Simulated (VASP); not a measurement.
Computed with PBE GGA, VASP's PBE PAW potentials (set 64) (plane waves; VASP).

A VASP calculation is set up with these files.

File POSCAR:
```
Pb27Se27
13.1604540
  0.0000000000   0.7071067694   0.7071067694
  0.7071067694   0.0000000000   0.7071067694
  0.7071067694   0.7071067694   0.0000000000
Pb Se
27 27
Cartesian
  0.0000000000   0.0000000000   0.0000000000
  0.2357020208   0.2357020208   0.0000000000
  0.4714047486   0.4714047486   0.0000000000
  0.2357020208   0.0000000000   0.2357020208
  0.4714040415   0.2357020208   0.2357020208
  0.7071067694   0.4714047486   0.2357020208
  0.4714047486   0.0000000000   0.4714047486
  0.7071067694   0.2357020208   0.4714047486
  0.9428094973   0.4714047486   0.4714047486
  0.0000000000   0.2357020208   0.2357020208
  0.2357020208   0.4714040415   0.2357020208
  0.4714047486   0.7071067694   0.2357020208
  0.2357020208   0.2357020208   0.4714040415
  0.4714040415   0.4714040415   0.4714040415
  0.7071067694   0.7071067694   0.4714040415
  0.4714047486   0.2357020208   0.7071067694
  0.7071067694   0.4714040415   0.7071067694
  0.9428094973   0.7071067694   0.7071067694
  0.0000000000   0.4714047486   0.4714047486
  0.2357020208   0.7071067694   0.4714047486
  0.4714047486   0.9428094973   0.4714047486
  0.2357020208   0.4714047486   0.7071067694
  0.4714040415   0.7071067694   0.7071067694
  0.7071067694   0.9428094973   0.7071067694
  0.4714047486   0.4714047486   0.9428094973
  0.7071067694   0.7071067694   0.9428094973
  0.9428094973   0.9428094973   0.9428094973
  0.2357027279   0.2357027279   0.2357027279
  0.4714047486   0.4714047486   0.2357027279
  0.7071067694   0.7071067694   0.2357027279
  0.4714047486   0.2357027279   0.4714047486
  0.7071067694   0.4714047486   0.4714047486
  0.9428087902   0.7071067694   0.4714047486
  0.7071067694   0.2357027279   0.7071067694
  0.9428087902   0.4714047486   0.7071067694
  1.1785108109   0.7071067694   0.7071067694
  0.2357027279   0.4714047486   0.4714047486
  0.4714047486   0.7071067694   0.4714047486
  0.7071067694   0.9428087902   0.4714047486
  0.4714047486   0.4714047486   0.7071067694
  0.7071067694   0.7071067694   0.7071067694
  0.9428087902   0.9428087902   0.7071067694
  0.7071067694   0.4714047486   0.9428087902
  0.9428087902   0.7071067694   0.9428087902
  1.1785108109   0.9428087902   0.9428087902
  0.2357027279   0.7071067694   0.7071067694
  0.4714047486   0.9428087902   0.7071067694
  0.7071067694   1.1785108109   0.7071067694
  0.4714047486   0.7071067694   0.9428087902
  0.7071067694   0.9428087902   0.9428087902
  0.9428087902   1.1785108109   0.9428087902
  0.7071067694   0.7071067694   1.1785108109
  0.9428087902   0.9428087902   1.1785108109
  1.1785108109   1.1785108109   1.1785108109
```

**INCAR**
```
SYSTEM  =  Pb27Se27
PREC  =  Normal; ENCUT  =  400; LREAL  =  Auto
LASPH  =  T; SYMPREC  =  1E-4
EDIFF  =  1E-6; NELM  =  100; NELMIN  =  4
ALGO  =  Fast; LMAXMIX  =  4
ISMEAR  =  0; SIGMA  =  0.05
GGA  =  PE
LWAVE  =  F; LCHARG  =  F; LORBIT  =  11
LVHAR  =  T
```

KPOINTS:
```
Automatic mesh
0
Gamma
1 1 1
0 0 0
```

POTCAR, in this order: Pb Se (PBE.64 set). Program: vasp_gam. Read from the step before: WAVECAR.

Output

### OUTCAR
```
 ion  position               nearest neighbor table
   1  0.000  0.000  0.000-  30 3.10  34 3.10  36 3.10  46 3.10  48 3.10  52 3.10
   2  0.000  0.000  0.333-  34 3.10  46 3.10  35 3.10  47 3.10  53 3.10  28 3.10
   3  0.000  0.000  0.667-  36 3.10  48 3.10  29 3.10  47 3.10  35 3.10  54 3.10
   4  0.000  0.333  0.000-  30 3.10  46 3.10  33 3.10  49 3.10  51 3.10  28 3.10
   5  0.000  0.333  0.333-  28 3.10  47 3.10  49 3.10  50 3.10  31 3.10  29 3.10
   6  0.000  0.333  0.667-  29 3.10  30 3.10  48 3.10  51 3.10  50 3.10  32 3.10
   7  0.000  0.667  0.000-  36 3.10  52 3.10  31 3.10  49 3.10  33 3.10  54 3.10
   8  0.000  0.667  0.333-  31 3.10  34 3.10  52 3.10  53 3.10  32 3.10  50 3.10
   9  0.000  0.667  0.667-  54 3.10  35 3.10  33 3.10  32 3.10  53 3.10  51 3.10
  10  0.333  0.000  0.000-  30 3.10  34 3.10  39 3.10  43 3.10  45 3.10  28 3.10
  11  0.333  0.000  0.333-  28 3.10  35 3.10  43 3.10  44 3.10  29 3.10  37 3.10
  12  0.333  0.000  0.667-  29 3.10  30 3.10  36 3.10  45 3.10  44 3.10  38 3.10
  13  0.333  0.333  0.000-  28 3.10  33 3.10  39 3.10  42 3.10  31 3.10  37 3.10
  14  0.333  0.333  0.333-  29 3.10  31 3.10  37 3.10  32 3.10  38 3.10  40 3.10
  15  0.333  0.333  0.667-  30 3.10  32 3.10  33 3.10  38 3.10  39 3.10  41 3.10
  16  0.333  0.667  0.000-  31 3.10  34 3.10  36 3.10  45 3.10  42 3.10  40 3.10
  17  0.333  0.667  0.333-  34 3.10  32 3.10  35 3.10  40 3.10  43 3.10  41 3.10
  18  0.333  0.667  0.667-  36 3.10  35 3.10  33 3.10  42 3.10  44 3.10  41 3.10
  19  0.667  0.000  0.000-  48 3.10  52 3.10  43 3.10  37 3.10  39 3.10  54 3.10
  20  0.667  0.000  0.333-  37 3.10  46 3.10  52 3.10  53 3.10  44 3.10  38 3.10
  21  0.667  0.000  0.667-  54 3.10  47 3.10  39 3.10  38 3.10  53 3.10  45 3.10
  22  0.667  0.333  0.000-  37 3.10  46 3.10  48 3.10  51 3.10  42 3.10  40 3.10
  23  0.667  0.333  0.333-  46 3.10  40 3.10  38 3.10  47 3.10  49 3.10  41 3.10
  24  0.667  0.333  0.667-  48 3.10  42 3.10  47 3.10  39 3.10  50 3.10  41 3.10
  25  0.667  0.667  0.000-  54 3.10  49 3.10  43 3.10  40 3.10  51 3.10  45 3.10
  26  0.667  0.667  0.333-  52 3.10  44 3.10  49 3.10  50 3.10  43 3.10  41 3.10
  27  0.667  0.667  0.667-  45 3.10  51 3.10  53 3.10  50 3.10  44 3.10  42 3.10
  28  0.167  0.167  0.167-   5 3.10  11 3.10  13 3.10  10 3.10   4 3.10   2 3.10
  29  0.167  0.167  0.500-  14 3.10  12 3.10   6 3.10   3 3.10   5 3.10  11 3.10
  30  0.167  0.167  0.833-  15 3.10   6 3.10  10 3.10  12 3.10   4 3.10   1 3.10
  31  0.167  0.500  0.167-  14 3.10   8 3.10  16 3.10   7 3.10   5 3.10  13 3.10
  32  0.167  0.500  0.500-  15 3.10  17 3.10   9 3.10   6 3.10   8 3.10  14 3.10
  33  0.167  0.500  0.833-   9 3.10  13 3.10  15 3.10  18 3.10   4 3.10   7 3.10
  34  0.167  0.833  0.167-  17 3.10   8 3.10  10 3.10  16 3.10   2 3.10   1 3.10
  35  0.167  0.833  0.500-   9 3.10  11 3.10  17 3.10  18 3.10   2 3.10   3 3.10
  36  0.167  0.833  0.833-  18 3.10   7 3.10  12 3.10  16 3.10   3 3.10   1 3.10
  37  0.500  0.167  0.167-  14 3.10  20 3.10  22 3.10  19 3.10  11 3.10  13 3.10
  38  0.500  0.167  0.500-  15 3.10  23 3.10  20 3.10  21 3.10  12 3.10  14 3.10
  39  0.500  0.167  0.833-  13 3.10  15 3.10  21 3.10  24 3.10  10 3.10  19 3.10
  40  0.500  0.500  0.167-  17 3.10  23 3.10  22 3.10  16 3.10  25 3.10  14 3.10
  41  0.500  0.500  0.500-  15 3.10  17 3.10  18 3.10  23 3.10  24 3.10  26 3.10
  42  0.500  0.500  0.833-  18 3.10  24 3.10  13 3.10  22 3.10  16 3.10  27 3.10
  43  0.500  0.833  0.167-  11 3.10  17 3.10  25 3.10  26 3.10  10 3.10  19 3.10
  44  0.500  0.833  0.500-  18 3.10  26 3.10  11 3.10  20 3.10  12 3.10  27 3.10
  45  0.500  0.833  0.833-  27 3.10  16 3.10  12 3.10  10 3.10  25 3.10  21 3.10
  46  0.833  0.167  0.167-  23 3.10   4 3.10  20 3.10  22 3.10   2 3.10   1 3.10
  47  0.833  0.167  0.500-   5 3.10  21 3.10  23 3.10  24 3.10   2 3.10   3 3.10
  48  0.833  0.167  0.833-  24 3.10   6 3.10  19 3.10  22 3.10   3 3.10   1 3.10
  49  0.833  0.500  0.167-   5 3.10  23 3.10  25 3.10  26 3.10   7 3.10   4 3.10
  50  0.833  0.500  0.500-  24 3.10  26 3.10   8 3.10   5 3.10   6 3.10  27 3.10
  51  0.833  0.500  0.833-  27 3.10  22 3.10   6 3.10   4 3.10  25 3.10   9 3.10
  52  0.833  0.833  0.167-  26 3.10   8 3.10  19 3.10  20 3.10   7 3.10   1 3.10
  53  0.833  0.833  0.500-  27 3.10  20 3.10   8 3.10   2 3.10  21 3.10   9 3.10
  54  0.833  0.833  0.833-   9 3.10  21 3.10  25 3.10  19 3.10   7 3.10   3 3.10
  LATTYP: Found a face centered cubic cell.
 ALAT       =    18.6116922238
 Subroutine PRICEL returns following result:
  LATTYP: Found a face centered cubic cell.
 ALAT       =     6.2038912040
 Subroutine GETGRP returns: Found 48 space group operations
The static configuration has the point symmetry O_h .
The dynamic configuration has the point symmetry O_h .
 Subroutine INISYM returns: Found 48 space group operations
 Subroutine IBZKPT returns following result:
 Found      1 irreducible k-points:

 Following reciprocal coordinates:
            Coordinates               Weight
  0.000000  0.000000  0.000000      1.000000
   k-points           NKPTS =      1   k-points in BZ     NKDIM =      1   number of bands    NBANDS=    164
   number of dos      NEDOS =    301   number of ions     NIONS =     54
   total plane-waves  NPLWV = 262144
   dimension x,y,z NGX =    64 NGY =   64 NGZ =   64
   dimension x,y,z NGXF=   128 NGYF=  128 NGZF=  128
...
```

File OSZICAR:
```
       N       E                     dE             d eps       ncg     rms          rms(c)
DAV:   1    -0.224976338454E+03   -0.22498E+03   -0.33630E-05   396   0.837E-03    0.608E-03
RMM:   2    -0.224976335570E+03    0.28841E-05   -0.68179E-06   291   0.372E-03    0.462E-03
RMM:   3    -0.224976335300E+03    0.27027E-06   -0.38828E-06   305   0.225E-03    0.183E-03
RMM:   4    -0.224976335336E+03   -0.35903E-07   -0.36413E-07   208   0.897E-04
   1 F= -.22497634E+03 E0= -.22497634E+03  d E =-.157346E-11
```

File OUTCAR:
```
------------------------ aborting loop because EDIFF is reached ----------------------------------------
  FORCE on cell =-STRESS in cart. coord.  units (eV):
  Direction    XX          YY          ZZ          XY          YZ          ZX
  --------------------------------------------------------------------------------------
  Total       -8.1348311     -8.1348311     -8.1348311      0.0000000      0.0000000     -0.0000000
  in kB       -8.0865174     -8.0865174     -8.0865174      0.0000000      0.0000000     -0.0000000
  external PRESSURE =      -8.0865174 kB  Pullay stress =       0.0000000 kB
  volume of cell :     1611.75
      direct lattice vectors                 reciprocal lattice vectors
     0.000000000  9.305846112  9.305846112    -0.053729666  0.053729666  0.053729666
     9.305846112  0.000000000  9.305846112     0.053729666 -0.053729666  0.053729666
     9.305846112  9.305846112  0.000000000     0.053729666  0.053729666 -0.053729666
  FREE ENERGIE OF THE ION-ELECTRON SYSTEM (eV)
  ---------------------------------------------------
  free  energy   TOTEN  =      -224.9763353359 eV

  energy  without entropy=     -224.9763353359  energy(sigma->0) =     -224.97633534

 total charge

# of ion       s       p       d       tot
------------------------------------------
    1        1.775   0.984   0.107   2.865
    2        1.775   0.984   0.107   2.865
    3        1.775   0.984   0.107   2.865
    4        1.775   0.984   0.107   2.865
    5        1.775   0.984   0.107   2.865
    6        1.775   0.984   0.107   2.865
    7        1.775   0.984   0.107   2.865
    8        1.775   0.984   0.107   2.865
    9        1.775   0.984   0.107   2.865
   10        1.775   0.984   0.107   2.865
   11        1.775   0.984   0.107   2.865
   12        1.775   0.984   0.107   2.865
   13        1.775   0.984   0.107   2.865
   14        1.775   0.984   0.107   2.865
   15        1.775   0.984   0.107   2.865
   16        1.775   0.984   0.107   2.865
   17        1.775   0.984   0.107   2.865
   18        1.775   0.984   0.107   2.865
   19        1.775   0.984   0.107   2.865
   20        1.775   0.984   0.107   2.865
   21        1.775   0.984   0.107   2.865
   22        1.775   0.984   0.107   2.865
   23        1.775   0.984   0.107   2.865
   24        1.775   0.984   0.107   2.865
   25        1.775   0.984   0.107   2.865
   26        1.775   0.984   0.107   2.865
   27        1.775   0.984   0.107   2.865
   28        1.479   2.303   0.014   3.797
   29        1.479   2.303   0.014   3.797
   30        1.479   2.303   0.014   3.797
   31        1.479   2.303   0.014   3.797
   32        1.479   2.303   0.014   3.797
   33        1.479   2.303   0.014   3.797
   34        1.479   2.303   0.014   3.797
   35        1.479   2.303   0.014   3.797
   36        1.479   2.303   0.014   3.797
   37        1.479   2.303   0.014   3.797
   38        1.479   2.303   0.014   3.797
   39        1.479   2.303   0.014   3.797
   40        1.479   2.303   0.014   3.797
   41        1.479   2.303   0.014   3.797
   42        1.479   2.303   0.014   3.797
   43        1.479   2.303   0.014   3.797
   44        1.479   2.303   0.014   3.797
   45        1.479   2.303   0.014   3.797
   46        1.479   2.303   0.014   3.797
   47        1.479   2.303   0.014   3.797
   48        1.479   2.303   0.014   3.797
   49        1.479   2.303   0.014   3.797
   50        1.479   2.303   0.014   3.797
   51        1.479   2.303   0.014   3.797
   52        1.479   2.303   0.014   3.797
   53        1.479   2.303   0.014   3.797
   54        1.479   2.303   0.014   3.797
--------------------------------------------------
tot         87.865  88.751   3.268 179.884
```
(Selected blocks of OUTCAR.)

The supercell is sampled at Γ alone, which is coarse: total energies, pressure and levels can be off, energies of defects by several tenths of an eV.

The cell is a supercell, built from a database entry that may be metastable or hypothetical.
